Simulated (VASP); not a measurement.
```
ZrS2
1.0
    3.76484     0.00000     0.00000
   -1.88242     3.26045     0.00000
    0.00000     0.00000     6.16130
Zr S
1 2
Direct
  0.00000   0.00000   0.00000
  0.66667   0.33333   0.76209
  0.33333   0.66667   0.23791
```

Method: PBE GGA, VASP's PBE PAW potentials (set 64) (plane waves; VASP). Numerical set-up: 300 eV cut-off, 8×8×5 Γ-centred mesh, Gaussian smearing of 0.010 eV, potentials Zr_sv S.

At this cut-off the stress carries a Pulay error, which pulls relaxed volumes low.

Predict the energy per atom (σ→0), pressure, largest force.

```json
{
 "energy per atom (σ→0)": "-7.122 eV/atom",
 "pressure": "-45.0 kbar",
 "largest_force": "0.553 eV/Å"
}
```

The absolute energy has meaning only against runs of the same code, potentials and settings.

The structure comes from a computed database's ZrS2 entry; how it stands against other phases isn't given here. The cell was not relaxed at this level.
